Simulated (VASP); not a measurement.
All values below come from PBE GGA, VASP's PBE PAW potentials (set 64) (plane waves; VASP).

Input for VASP

KPOINTS:
```
K-points
0
gamma
  16 16 16
```

**INCAR**
```
# general
SYSTEM   =  HfN
PREC     =  Normal
ENCUT    =  450   # plane-wave cut-off (eV)
LREAL    =  .False.   # projection in real space or not
LASPH    =  .True.

# electronic loop
EDIFF    =  1E-5   # SCF stop (eV)
NELM     =  100   # most electronic steps
NELMIN   =  4
ALGO     =  Fast
LMAXMIX  =  6

# smearing
ISMEAR   =  1   # Methfessel-Paxton
SIGMA    =  0.1   # width (eV)

# functional
GGA      =  PE   # PBE

# ions
IBRION   =  2   # conjugate gradients
NSW      =  20
ISIF     =  2
EDIFFG   =  -0.03   # ionic stop

# output
LWAVE    =  .False.
LCHARG   =  .False.
```

**POSCAR**
```
HfN
1
    0.0000000000     2.2671932106     2.2671932106
    2.2671932106     0.0000000000     2.2671932106
    2.2671932106     2.2671932106     0.0000000000
Hf N
1 1
Direct
  0.0000000000   0.0000000000   0.0000000000
  0.5000000000   0.5000000000   0.5000000000
```

POTCAR, in this order: Hf_pv N (PBE.64 set). Program: vasp_std.

Output

**OUTCAR**
```
 ion  position               nearest neighbor table
   1  0.000  0.000  0.000-   2 2.27   2 2.27   2 2.27   2 2.27   2 2.27   2 2.27
   2  0.500  0.500  0.500-   1 2.27   1 2.27   1 2.27   1 2.27   1 2.27   1 2.27
  LATTYP: Found a face centered cubic cell.
 ALAT       =     4.5343864212
 Subroutine PRICEL returns:
 Original cell was already a primitive cell.
 Subroutine GETGRP returns: Found 48 space group operations
The static configuration has the point symmetry O_h .
The dynamic configuration has the point symmetry O_h .
 Subroutine INISYM returns: Found 48 space group operations
 Subroutine IBZKPT returns following result:
 Found    145 irreducible k-points:

 Following reciprocal coordinates:
            Coordinates               Weight
  0.000000  0.000000  0.000000      1.000000
  0.062500  0.000000  0.000000      8.000000
  0.125000  0.000000  0.000000      8.000000
  0.187500  0.000000  0.000000      8.000000
  0.250000  0.000000  0.000000      8.000000
  0.312500  0.000000  0.000000      8.000000
  0.375000  0.000000  0.000000      8.000000
  0.437500  0.000000  0.000000      8.000000
  0.500000  0.000000  0.000000      4.000000
  0.062500  0.062500  0.000000      6.000000
  0.125000  0.062500  0.000000     24.000000
  0.187500  0.062500  0.000000     24.000000
  0.250000  0.062500  0.000000     24.000000
  0.312500  0.062500  0.000000     24.000000
  0.375000  0.062500  0.000000     24.000000
  0.437500  0.062500  0.000000     24.000000
  0.500000  0.062500  0.000000     24.000000
 -0.437500  0.062500  0.000000     24.000000
 -0.375000  0.062500  0.000000     24.000000
 -0.312500  0.062500  0.000000     24.000000
 -0.250000  0.062500  0.000000     24.000000
 -0.187500  0.062500  0.000000     24.000000
 -0.125000  0.062500  0.000000     24.000000
 -0.062500  0.062500  0.000000     12.000000
...
```

### OSZICAR
```
       N       E                     dE             d eps       ncg     rms          rms(c)
DAV:   1     0.348977110069E+02    0.34898E+02   -0.75751E+03  3198   0.114E+03
DAV:   2    -0.227194576221E+02   -0.57617E+02   -0.54096E+02  4156   0.236E+02
DAV:   3    -0.247406617275E+02   -0.20212E+01   -0.19983E+01  4113   0.384E+01
DAV:   4    -0.247598998353E+02   -0.19238E-01   -0.18288E-01  3804   0.358E+00
DAV:   5    -0.247603154631E+02   -0.41563E-03   -0.40984E-03  4158   0.343E-01    0.482E+01
RMM:   6    -0.217471485750E+02    0.30132E+01   -0.10500E+01  3190   0.195E+01    0.388E+01
RMM:   7    -0.217648784150E+02   -0.17730E-01   -0.12617E+00  3226   0.936E+00    0.242E+01
RMM:   8    -0.217653039956E+02   -0.42558E-03   -0.19815E-01  3192   0.353E+00    0.345E+00
RMM:   9    -0.217625518720E+02    0.27521E-02   -0.94324E-02  3236   0.196E+00    0.144E+00
RMM:  10    -0.217610376030E+02    0.15143E-02   -0.90376E-03  3212   0.865E-01    0.422E-01
RMM:  11    -0.217611615807E+02   -0.12398E-03   -0.17645E-03  3289   0.251E-01    0.652E-02
RMM:  12    -0.217612143656E+02   -0.52785E-04   -0.43401E-04  3236   0.118E-01    0.153E-01
RMM:  13    -0.217611806948E+02    0.33671E-04   -0.13635E-04  3034   0.817E-02    0.132E-02
RMM:  14    -0.217611829090E+02   -0.22141E-05   -0.22917E-05  2308   0.348E-02
   1 F= -.21761183E+02 E0= -.21761090E+02  d E =-.217612E+02
```

**OUTCAR**
```
------------------------ aborting loop because EDIFF is reached ----------------------------------------
  FORCE on cell =-STRESS in cart. coord.  units (eV):
  Direction    XX          YY          ZZ          XY          YZ          ZX
  --------------------------------------------------------------------------------------
  Total       -0.1022594     -0.1022594     -0.1022594      0.0000000     -0.0000000      0.0000000
  in kB       -7.0294023     -7.0294023     -7.0294023      0.0000000     -0.0000000      0.0000000
  external PRESSURE =      -7.0294023 kB  Pullay stress =       0.0000000 kB
  volume of cell :       23.31
      direct lattice vectors                 reciprocal lattice vectors
     0.000000000  2.267193211  2.267193211    -0.220537005  0.220537005  0.220537005
     2.267193211  0.000000000  2.267193211     0.220537005 -0.220537005  0.220537005
     2.267193211  2.267193211  0.000000000     0.220537005  0.220537005 -0.220537005
 POSITION                                       TOTAL-FORCE (eV/Angst)
 -----------------------------------------------------------------------------------
      0.00000      0.00000      0.00000        -0.000000      0.000000     -0.000000
      2.26719      2.26719      2.26719         0.000000     -0.000000      0.000000
 -----------------------------------------------------------------------------------
    total drift:                               -0.000000      0.000000     -0.000000
  FREE ENERGIE OF THE ION-ELECTRON SYSTEM (eV)
  ---------------------------------------------------
  free  energy   TOTEN  =       -21.7611829090 eV

  energy  without entropy=      -21.7609030274  energy(sigma->0) =      -21.76108962

 reached required accuracy - stopping structural energy minimisation
```
(Selected blocks of OUTCAR.)

At this cut-off the stress carries a Pulay error, which pulls relaxed volumes low.

The compound is HfN in the rock salt structure. It was relaxed first. The electron count is odd and the run is not spin-polarised, which forces a metal.
